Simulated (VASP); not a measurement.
Computed with LDA (Ceperley-Alder, Perdew-Zunger), VASP's LDA PAW potentials (set 64) (plane waves; VASP).

VASP input:

**KPOINTS**
```
Automatic mesh
0
gamma
  8 8 5
```

### INCAR
```
ISIF = 3   ! ions, shape and volume
ENCUT = 620
LWAVE = .False.
NSW = 40
LASPH = .True.   ! aspherical one-centre terms
IBRION = 2   ! conjugate gradients
PREC = Accurate
EDIFFG = -0.02
SYSTEM = AlN
LCHARG = .False.
ISMEAR = 0
SIGMA = 0.05
ALGO = Normal
LREAL = .False.
NELM = 100   ! most electronic steps
EDIFF = 1E-6   ! SCF stop (eV)
PSTRESS = 200
```

POSCAR:
```
AlN
1.0
  1.5081383451  -2.6121722305   0.0000000000
  1.5081383451   2.6121722305   0.0000000000
  0.0000000000   0.0000000000   4.7913493089
Al N
2 2
Cart
  1.5081383451  -0.8707258183   2.3903886391
  1.5081383451   0.8707258183   4.7860632935
  1.5081383451  -0.8707258183   4.2312561058
  1.5081383451   0.8707258183   1.8355814514
```

POTCAR, in this order: Al N (LDA.64 set). Program: vasp_std.

Output

OSZICAR:
```
       N       E                     dE             d eps       ncg     rms          rms(c)
DAV:   1     0.539476527423E+02    0.53948E+02   -0.86833E+03   736   0.138E+03
DAV:   2    -0.345173747682E+02   -0.88465E+02   -0.79995E+02  1028   0.233E+02
DAV:   3    -0.381567971095E+02   -0.36394E+01   -0.36209E+01   952   0.501E+01
DAV:   4    -0.381813260064E+02   -0.24529E-01   -0.24526E-01   836   0.496E+00
DAV:   5    -0.381815892920E+02   -0.26329E-03   -0.26328E-03   912   0.506E-01    0.130E+01
DAV:   6    -0.327949893282E+02    0.53866E+01   -0.18144E+01   832   0.331E+01    0.466E+00
DAV:   7    -0.327103291567E+02    0.84660E-01   -0.65354E-01   816   0.613E+00    0.289E+00
DAV:   8    -0.326563546310E+02    0.53975E-01   -0.77146E-02   792   0.279E+00    0.365E-01
DAV:   9    -0.326521761802E+02    0.41785E-02   -0.12059E-02   876   0.824E-01    0.201E-01
DAV:  10    -0.326522945439E+02   -0.11836E-03   -0.56353E-04   840   0.194E-01    0.100E-01
DAV:  11    -0.326522591423E+02    0.35402E-04   -0.75613E-05   828   0.785E-02    0.181E-02
DAV:  12    -0.326522589511E+02    0.19118E-06   -0.88869E-07   580   0.868E-03
   1 F= -.27939771E+02 E0= -.27939771E+02  d E =-.279398E+02
```

OUTCAR:
```
------------------------ aborting loop because EDIFF is reached ----------------------------------------
  FORCE on cell =-STRESS in cart. coord.  units (eV):
  Direction    XX          YY          ZZ          XY          YZ          ZX
  --------------------------------------------------------------------------------------
  Total        4.7098744      4.7098744      4.7084787      0.0000000      0.0000000     -0.0000000
  in kB      199.8890890    199.8890877    199.8298561      0.0000000      0.0000000     -0.0000000
  external PRESSURE =      -0.1306557 kB  Pullay stress =     200.0000000 kB
  volume of cell :       37.75
      direct lattice vectors                 reciprocal lattice vectors
     1.508138345 -2.612172231  0.000000000     0.331534571 -0.191411575  0.000000000
     1.508138345  2.612172231  0.000000000     0.331534571  0.191411575  0.000000000
     0.000000000  0.000000000  4.791349309     0.000000000  0.000000000  0.208709475
  FREE ENERGIE OF THE ION-ELECTRON SYSTEM (eV)
  ---------------------------------------------------
  free  energy   TOTEN  =       -32.6522589511 eV

  energy  without entropy=      -32.6522589511  energy(sigma->0) =      -32.65225895
  enthalpy is  TOTEN    =       -27.9397712123 eV   P V=        4.7124877388

 reached required accuracy - stopping structural energy minimisation
```
(Selected blocks of OUTCAR.)

The compound is AlN in the wurtzite structure. It was relaxed first under an external pressure of 20 GPa.
